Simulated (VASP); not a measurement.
Consider the following.

```yaml
crystal:
  lattice:
    - [2.83000, 0.00000, 0.00000]
    - [0.00000, 2.83000, 0.00000]
    - [0.00000, 0.00000, 4.07000]
  atoms:
    - { symbol: Ti, position: [0.00000, 0.00000, 0.00000] }
    - { symbol: Al, position: [0.50000, 0.50000, 0.50000] }
```

Level of theory: PBE GGA, VASP's PBE PAW potentials (set 64) (plane waves; VASP). Numerical set-up: 400 eV cut-off, 12×12×8 Γ-centred mesh, first-order Methfessel-Paxton smearing of 0.10 eV, potentials Ti_sv Al.

Task: Estimate the energy per atom (σ→0), band gap (on the k-mesh) with the smallest direct gap where there is one.

Result: 
| Item | Value |
|---|---|
| band gap (on the k-mesh) | none (metal, semimetal or under 0.01 eV) |
| energy per atom (σ→0) | -6.195 eV/atom |

The compound is TiAl in the L1_0 structure. The cell was not relaxed at this level. The electron count is odd and the run is not spin-polarised, which forces a metal.
